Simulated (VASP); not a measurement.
Runs of VASP 6.6.1 on AlNi. The cell holds a slab with vacuum, 8 atoms: a = 2.881 Å, b = 2.881 Å, c = 25.084 Å, α = 90.00°, β = 90.00°, γ = 90.00°. 

```csv
level,potentials or basis,gap on the mesh (eV),moment (μB),largest force (eV/Å),work function (eV)
PBEsol,"VASP PAW PBE potentials, release 64 (Ni, Al)",none,0.00,0.94,4.18
RPBE,"VASP PAW PBE potentials, release 64 (Ni, Al)",none,0.00,0.94,4.05
BLYP,"VASP PAW PBE potentials, release 64 (Ni, Al)",none,0.00,1.08,3.75
revPBE,"VASP PAW PBE potentials, release 64 (Ni, Al)",none,0.00,0.94,4.05
r2SCAN,"VASP PAW PBE potentials, release 64 (Ni, Al)",none,0.72,(b),(c)
PBE,"VASP PAW PBE potentials, release 64 (Ni, Al)",none,0.00,0.95,4.13
LDA,"VASP PAW LDA potentials, release 64 (Ni, Al)",none,0.00,(a),4.30
```

Alike in all rows: task work function; spin collinear, ferromagnetic start; cell as given; k mesh 7 × 7 × 1; cutoff (eV) 520; smearing fermi-dirac 0.05 eV.

Fill in the values left out.

(a) 1.18; (b) 0.79; (c) 4.19.

Caveats: the PAW data sets were made with another functional, which shifts forces and pressure a little (some runs).

A gap of «none» marks a metal or a gap under the smearing width.
